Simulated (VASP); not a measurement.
Calculation: PBE GGA, VASP's PBE PAW potentials (set 64) (plane waves; VASP).

The input files of a VASP run:

**POSCAR**
```
ZrB2
1
    1.5868785584    -2.7485547603    -0.0000000000
    1.5868785584     2.7485547603     0.0000000000
    0.0000000000     0.0000000000     3.5400058748
Zr B
1 2
Direct
  0.0000000000   0.0000000000   0.0000000000
  0.3333330000   0.6666670000   0.5000000000
  0.6666670000   0.3333330000   0.5000000000
```

**INCAR**
```
! general
SYSTEM =ZrB2
PREC   =Accurate
ENCUT  =520   ! plane-wave cut-off (eV)
LREAL  =.FALSE.
LASPH  =.TRUE.   ! aspherical one-centre terms

! electronic loop
EDIFF  =1E-6   ! SCF stop (eV)
NELM   =100   ! most electronic steps
ALGO   =Normal
LMAXMIX=4   ! l cut-off of mixed one-centre charges

! smearing
ISMEAR =1   ! Methfessel-Paxton
SIGMA  =0.1   ! width (eV)

! functional
GGA    =PE   ! PBE

! ions
IBRION =2   ! conjugate gradients
NSW    =60
ISIF   =3   ! ions, shape and volume
EDIFFG =-0.02

! output
LWAVE  =.FALSE.
LCHARG =.FALSE.
```

KPOINTS:
```
Automatic mesh
0
gamma
 10 10 8
0 0 0
```

POTCAR, in this order: Zr_sv B (PBE.64 set). Program: vasp_std.

Task: What does the run give for the energy per atom (σ→0), volume per atom, band gap (on the k-mesh)?

Result: 
* **energy per atom (σ→0)**: -8325 meV/atom
* **band gap (on the k-mesh)**: none (metal, semimetal or under 0.01 eV)
* **volume per atom**: 10.28 Å^3/atom

File OSZICAR:
```
...
   1 F= -.24974893E+02 E0= -.24974817E+02  d E =-.249749E+02
       N       E                     dE             d eps       ncg     rms          rms(c)
DAV:   1    -0.249756817783E+02   -0.78909E-03   -0.39974E-02  1930   0.205E+00    0.159E-01
DAV:   2    -0.249752599913E+02    0.42179E-03   -0.12427E-03  2090   0.323E-01    0.743E-02
DAV:   3    -0.249751103309E+02    0.14966E-03   -0.36755E-04  2331   0.173E-01    0.375E-02
DAV:   4    -0.249751114939E+02   -0.11630E-05   -0.21398E-05  2272   0.393E-02    0.119E-02
DAV:   5    -0.249751124086E+02   -0.91475E-06   -0.25711E-06  1955   0.154E-02
   2 F= -.24975112E+02 E0= -.24975034E+02  d E =-.219886E-03
```

The compound is ZrB2 in the AlB2 type structure. This run relaxes it. Symmetry was kept, so distortions that lower it aren't found. The start is the result of an earlier pass.
